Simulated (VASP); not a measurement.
The system is SiGe7.

```xyz
8
Lattice="5.6290 0.0000 0.0000 0.0000 -5.6290 0.0000 0.0000 0.0000 -5.6290" Properties=species:S:1:pos:R:3 pbc="T T T"
Ge    4.2217   -4.2217   -4.2217
Ge    1.4072   -1.4072   -4.2217
Ge    1.4072   -4.2217   -1.4072
Ge    4.2217   -1.4072   -1.4072
Ge    2.8145    0.0000    0.0000
Ge    0.0000   -2.8145    0.0000
Ge    0.0000    0.0000   -2.8145
Si    2.8145   -2.8145   -2.8145
```

The cell was built by a generator and needn't be a form met in nature.

```yaml
Program: VASP 6.6.1
Task: relaxation of cell and atoms
Functional: PBEsol
Potentials_or_basis: VASP PAW PBE potentials, release 64 (Ge_d, Si)
Cutoff: 600 eV
k_mesh: 6 × 6 × 6
Occupations: gaussian, width 0.03 eV
Spin: no spin polarisation
```

At the start: pressure 0.4 GPa; volume 22.29 Å³/atom.

How do energy, volume and symmetry change on relaxing?

Over 6 steps the energy falls by 3.1 meV/atom and the volume is 22.41 Å³/atom (+0.5 %); space group P-43m (No. 215, to 0.05 Å).

Step by step:
```tsv
step	energy change (eV)	largest force (eV/Å)	pressure (GPa)	volume (Å³)
1	0.0000	0.4067	0.44	178.36
2	-0.0214	0.1280	-0.30	179.94
3	-0.0224	0.0566	-0.40	180.35
4	-0.0243	0.0189	-0.01	178.98
5	-0.0244	0.0092	0.09	179.10
6	-0.0244	0.0024	0.04	179.31
```

Final structure:
```
Ge Si
1.0
     5.63903    0.00000    0.00000
     0.00000   -5.63903    0.00000
     0.00000    0.00000   -5.63903
Ge Si
7 1
Direct
  0.74708 0.74708 0.74708
  0.25292 0.25292 0.74708
  0.25292 0.74708 0.25292
  0.74708 0.25292 0.25292
  0.50000 0.00000 0.00000
  0.00000 0.50000 0.00000
  0.00000 0.00000 0.50000
  0.50000 0.50000 0.50000
```

Caveat: the PAW data sets were made with another functional, which shifts forces and pressure a little.
